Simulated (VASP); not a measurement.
A VASP calculation is set up with these files.

INCAR:
```
ISIF=3
IBRION=2   # conjugate gradients
PREC=Accurate
EDIFFG=-0.01   # ionic stop
SIGMA=0.05   # width (eV)
LCHARG=F
LWAVE=F
NSW=60
LMAXMIX=4   # l cut-off of mixed one-centre charges
LREAL=F
LMIXTAU=T
ALGO=Normal   # blocked Davidson
ISMEAR=0   # Gaussian
LASPH=T   # aspherical one-centre terms
NELM=100   # most electronic steps
ENCUT=520   # plane-wave cut-off (eV)
SYSTEM=PbS
METAGGA=R2SCAN
EDIFF=1E-6
```

**KPOINTS**
```
K-points
0
G
7 7 7
0 0 0
```

POSCAR:
```
PbS
1
    0.0000000000     2.9700000000     2.9700000000
    2.9700000000     0.0000000000     2.9700000000
    2.9700000000     2.9700000000     0.0000000000
Pb S
1 1
Direct
  0.0000000000   0.0000000000   0.0000000000
  0.5000000000   0.5000000000   0.5000000000
```

POTCAR, in this order: Pb_d S (PBE.64 set). Program: vasp_std.

**Question.** Write an equivalent input for Ansatz.

**Answer.** One equivalent input (not run):
Ansatz 0.2 input:
```yaml
crystal:
  lattice:
    - [0.0000000, 2.9700000, 2.9700000]
    - [2.9700000, 0.0000000, 2.9700000]
    - [2.9700000, 2.9700000, 0.0000000]
  atoms:
    - { symbol: Pb, position: [0.0000000, 0.0000000, 0.0000000] }
    - { symbol: S, position: [0.5000000, 0.5000000, 0.5000000] }
kpoints:
  mp_grid: { grid: [7, 7, 7] }
hamiltonian:
  xc: r2scan
  pseudopotentials: { kind: paw }
scf:
  occupations: { method: gaussian, width: 0.05 }
  max_iter: 100
relax:
  max_steps: 60
  f_tol: 0.01
  cell: {}
output: { forces: true, stress: true, eigenvalues: true }
```
The two are equivalent in intent, not identical: each code has its own PAW files, so the cut-off isn't converted (ENCUT is set for VASP's; basis.ecutwfc is left out, and Ansatz then takes the one that its files recommend); Ansatz stops its SCF on the density residual and VASP on the energy change (EDIFF).

The compound is PbS in the rock salt structure. This run relaxes it. Symmetry was kept, so distortions that lower it aren't found.
